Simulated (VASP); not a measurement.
# CaPd (Pm-3m) in VASP: notebook, part 2 of 2

VASP 6.6.1.

### Step 3. Relaxation of cell and atoms, LDA

This run uses another cell than the first one, of 21.54 Å³/atom, 1.076 times its volume.

INCAR

```
  PREC = Accurate
  ENCUT = 600
  EDIFF = 1E-7
  ISMEAR = -1
  SIGMA = 0.1
  LREAL = False
  LASPH = True
  NELM = 100
  ALGO = Normal
  ISIF = 3
  LWAVE = False
  LCHARG = False
  GGA = CA
  IBRION = 2
  NSW = 80
  EDIFFG = -0.01
```

KPOINTS

```
Automatic mesh
0
Gamma
  6 6 6
```

POSCAR

```
CaPd
1.0
    3.5056900000      0.0000000000      0.0000000000
    0.0000000000      3.5056900000      0.0000000000
    0.0000000000      0.0000000000      3.5056900000
Ca Pd
1 1
Direct
    0.0000000000      0.0000000000      0.0000000000
    0.5000000000      0.5000000000      0.5000000000
```

Potentials or basis: VASP PAW LDA potentials, release 64 (Ca_sv, Pd).

Started as:

```
cat potpaw_LDA.64/Ca_sv/POTCAR potpaw_LDA.64/Pd/POTCAR > POTCAR
mpirun -np 1 vasp_std > vasp.out
```

OUTCAR:

```text
PREC = Accurate
   ENCUT = 600
   EDIFF = 1E-7
   ISMEAR = -1
   LREAL = False
   LASPH = True
   NELM = 100
   ISIF = 3
   GGA = CA
   IBRION = 2
   NSW = 80
   EDIFFG = -0.01

 ion  position               nearest neighbor table
   1  0.000  0.000  0.000-   2 3.04   2 3.04   2 3.04   2 3.04   2 3.04   2 3.04   2 3.04   2 3.04

   2  0.500  0.500  0.500-   1 3.04   1 3.04   1 3.04   1 3.04   1 3.04   1 3.04   1 3.04   1 3.04

  LATTYP: Found a simple cubic cell.
 ALAT       =     3.5056900000

  Lattice vectors:

 A1 = (   3.5056900000,   0.0000000000,   0.0000000000)
 A2 = (   0.0000000000,   3.5056900000,   0.0000000000)
 A3 = (   0.0000000000,   0.0000000000,   3.5056900000)

Analysis of symmetry for initial positions (statically):
=====================================================================
 Subroutine PRICEL returns:
 Original cell was already a primitive cell.

 Routine SETGRP: Setting up the symmetry group for a
 simple cubic supercell.

 Subroutine GETGRP returns: Found 48 space group operations
 (whereof 48 operations were pure point group operations)
 out of a pool of 48 trial point group operations.

The static configuration has the point symmetry O_h .

Analysis of symmetry for dynamics (positions and initial velocities):
=====================================================================
 Subroutine PRICEL returns:
 Original cell was already a primitive cell.

 Routine SETGRP: Setting up the symmetry group for a
 simple cubic supercell.

 Subroutine GETGRP returns: Found 48 space group operations
 (whereof 48 operations were pure point group operations)
 out of a pool of 48 trial point group operations.

The dynamic configuration has the point symmetry O_h .

 Subroutine INISYM returns: Found 48 space group operations
 (whereof 48 operations are pure point group operations),
 and found     1 'primitive' translations

----------------------------------------------------------------------------------------

                                     Primitive cell

[... 101 lines left out ...]
   EFERMI_NEDOS =   21; number of points for ismear=-14 and -15
   IALGO  =     38    algorithm
   IMIX   =      4    mixing-type and parameters
     AMIX     =   0.40;   BMIX     =  1.00
     AMIX_MAG =   1.60;   BMIX_MAG =  1.00
  volume/ion in A,a.u.               =      21.54       145.37
  Fermi-wavevector in a.u.,A,eV,Ry     =   1.267588  2.395393 21.861547  1.606778
  Thomas-Fermi vector in A             =   2.400728
   LORBIT       =      0    0 simple, 1 ext, 2 COOP (PROOUT), +10 PAW based schemes
   GGA     = CA    functional components
   LHFCALC =     F    Hartree Fock is set to
   AEXX    =    0.0000 exact exchange contribution
   IVDW    =     0    specifies the selected vdW correction
   LEPSILON=     F    determine dielectric tensor
   LRPA    =     F    only Hartree local field effects (RPA)
 conjugate gradient relaxation of ions
 non-spin polarized calculation
  energy-cutoff  :      600.00
  volume of cell :       43.08
 maximum number of plane-waves:      1472
   NGX = 15   NGY = 15   NGZ = 15

--------------------------------------- Ionic step        1  -------------------------------------------

 number of electron      19.9999996 magnetization

 Free energy of the ion-electron system (eV)
  ---------------------------------------------------
  ext. energy  EPLUGINS =         0.00000000
  ---------------------------------------------------
  free energy    TOTEN  =        -9.96208520 eV

  energy without entropy =       -9.92998267  energy(sigma->0) =       -9.94603393

------------------------ aborting loop because EDIFF is reached ----------------------------------------

  FORCE on cell =-STRESS in cart. coord.  units (eV):
  Direction    XX          YY          ZZ          XY          YZ          ZX
  --------------------------------------------------------------------------------------
  -------------------------------------------------------------------------------------
  Total       -1.1370503     -1.1370503     -1.1370503      0.0000000      0.0000000     -0.0000000
  in kB      -42.2833823    -42.2833823    -42.2833823      0.0000000      0.0000000     -0.0000000
  external PRESSURE =     -42.2833823 kB  Pullay stress =       0.0000000 kB
[... 59 lines left out ...]
--------------------------------------- Ionic step        3  -------------------------------------------

 number of electron      20.0000004 magnetization

 Free energy of the ion-electron system (eV)
  ---------------------------------------------------
  ext. energy  EPLUGINS =         0.00000000
  ---------------------------------------------------
  free energy    TOTEN  =       -10.00198940 eV

  energy without entropy =       -9.96900885  energy(sigma->0) =       -9.98549912

 E-fermi :   5.6623     XC(G=0): -11.1886

 val. band max:        5.5156940667   @ k =   0.5000   0.3333   0.0000
 cond. band min:       5.9750090525   @ k =   0.5000   0.5000   0.0000
 fundamental gap:      0.4593149858
 Fermi energy:         5.6623428153

 k-point     1 :       0.0000    0.0000    0.0000
  band No.  band energies     occupation
      1     -34.0592      2.00000
      2     -15.2788      2.00000
      3     -15.2788      2.00000
      4     -15.2788      2.00000
      5       0.3326      2.00000
      6       2.1329      2.00000
      7       2.1329      2.00000
      8       3.6550      2.00000
      9       3.6550      2.00000
     10       3.6550      2.00000
     11       8.8256      0.00000
     12       8.8256      0.00000
     13      11.7677      0.00000
     14      11.7677      0.00000
[... 350 lines left out ...]
  FREE ENERGIE OF THE ION-ELECTRON SYSTEM (eV)
  ---------------------------------------------------
  free  energy   TOTEN  =       -10.0019894010 eV

  energy  without entropy=       -9.9690088452  energy(sigma->0) =       -9.98549912

 reached required accuracy - stopping structural energy minimisation
```

CONTCAR:

```text
CaPd
   1.00000000000000
     3.4266594749825483    0.0000000000000000   -0.0000000000000000
     0.0000000000000000    3.4266594749825483   -0.0000000000000000
     0.0000000000000000    0.0000000000000000    3.4266594749825483
  Ca              Pd
     1     1
Direct
     0.0000000000000000    0.0000000000000000    0.0000000000000000
     0.5000000000000000    0.5000000000000000    0.5000000000000000

  0.00000000E+00  0.00000000E+00  0.00000000E+00
  0.00000000E+00  0.00000000E+00  0.00000000E+00
```

Wall time 31 s (1 thread of Intel Xeon Platinum 8488C (Sapphire Rapids), shared host); peak memory 0.15 GiB.

What came out:

```
Free energy                            : -10.0020 eV
Relaxed volume                         : 20.12 Å³/atom
Relaxed cell                           : a = 3.427 Å, b = 3.427 Å, c = 3.427 Å, α = 90.00°, β = 90.00°, γ = 90.00°
Space group after relaxing (to 0.05 Å) : Pm-3m (No. 221)
Energy gained by relaxing              : 20.0 meV/atom
Ionic steps                            : 3
Pressure after relaxing                : 0.0 GPa
Band gap on the k mesh                 : none (metal or under the smearing width)
```

Step by step:
| step | energy change (eV) | largest force (eV/Å) | pressure (GPa) | volume (Å³) |
| --- | --- | --- | --- | --- |
| 1 | 0.0000 | 0.0000 | -4.23 | 43.08 |
| 2 | -0.0378 | 0.0000 | 1.13 | 39.64 |
| 3 | -0.0399 | 0.0000 | 0.01 | 40.24 |

Final structure:
```xyz
2
Lattice="3.4267 0.0000 0.0000 0.0000 3.4267 0.0000 0.0000 0.0000 3.4267" Properties=species:S:1:pos:R:3 pbc="T T T"
Ca    0.0000    0.0000    0.0000
Pd    1.7133    1.7133    1.7133
```
